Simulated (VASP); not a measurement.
**Be12H3N: single point with PBEsol**

Be12H3N, a slab with vacuum:

```xyz
16
Lattice="4.5800 0.0000 0.0000 2.2900 3.9664 0.0000 0.0000 0.0000 14.5884" Properties=species:S:1:pos:R:3 pbc="T T T"
Be    0.0000    0.0000    1.0000
Be    2.2900    0.0000    1.0000
Be    1.1450    1.9832    1.0000
Be    3.4350    1.9832    1.0000
Be    0.0000    1.3221    2.7942
Be    2.2900    1.3221    2.7942
Be    1.1450    3.3053    2.7942
Be    3.4350    3.3053    2.7942
Be    0.0000    0.0000    4.5884
Be    2.2900    0.0000    4.5884
Be    1.1450    1.9832    4.5884
Be    3.4350    1.9832    4.5884
N     5.6374    2.0355    6.2884
H     4.8417    2.5361    6.6684
H     5.6038    1.0996    6.6684
H     6.4665    2.4707    6.6684
```

The cell was built by a generator and needn't be a form met in nature.

| Property | Result |
| --- | --- |
| Program | VASP 6.6.1 |
| Task | single point |
| Functional | PBEsol |
| Potentials or basis | VASP PAW PBE potentials, release 64 (Be, N, H) |
| Cutoff | 520 eV |
| k mesh | 6 × 6 × 1 |
| Occupations | fermi-dirac, width 0.05 eV |
| Spin | no spin polarisation |
| Dipole correction | no |
| Further INCAR settings | LREAL = Auto; ALGO = Fast; EDIFF = 1e-06; NBANDS = 30 |

* Largest force: 1.087 eV/Å
* Band gap on the k mesh: none (metal or under the smearing width)

Forces in eV/Å, atoms in the order of the input:
```
Be   0.020 -0.011 -0.117
Be  -0.018 -0.032 -0.105
Be  -0.018  0.011  0.127
Be   0.018  0.032 -0.105
Be   0.024  0.027  0.219
Be  -0.030  0.019  0.118
Be  -0.015 -0.034  0.220
Be   0.019 -0.011 -0.216
Be  -0.037  0.021 -0.717
Be   0.082  0.210 -0.698
Be  -0.026  0.015  0.080
Be  -0.133 -0.179 -0.700
N    0.028 -0.013  1.086
H   -0.694  0.433  0.168
H   -0.058 -0.957  0.320
H    0.837  0.470  0.321
```

Levels at points of the mesh, in eV from the Fermi level:
| k point | band 12 | band 13 | band 14 | band 15 | band 16 | band 17 | band 18 | band 19 | band 20 | band 21 |
| --- | --- | --- | --- | --- | --- | --- | --- | --- | --- | --- |
| (0.00, 0.00, 0.00) | -1.94 | -1.91 | -1.83 | -1.79 | -1.79 | -1.72 | 1.87 | 2.60 | 2.64 | 2.99 |
| (0.50, 0.00, 0.00) | -2.17 | -1.88 | -1.30 | 0.18 | 0.35 | 0.59 | 1.30 | 2.90 | 3.28 | 3.45 |
| (0.50, 0.50, 0.00) | -2.17 | -1.88 | -1.30 | 0.17 | 0.35 | 0.58 | 1.33 | 2.91 | 3.29 | 3.44 |
| (0.00, 0.50, 0.00) | -2.17 | -1.88 | -1.30 | 0.17 | 0.35 | 0.58 | 1.33 | 2.91 | 3.29 | 3.44 |

Wall time 3 min on 1 thread of Intel(R) Xeon(R) 6975P-C (Granite Rapids), on a shared host, peak memory 0.4 GiB.

Caveat: the PAW data sets were made with another functional, which shifts forces and pressure a little.
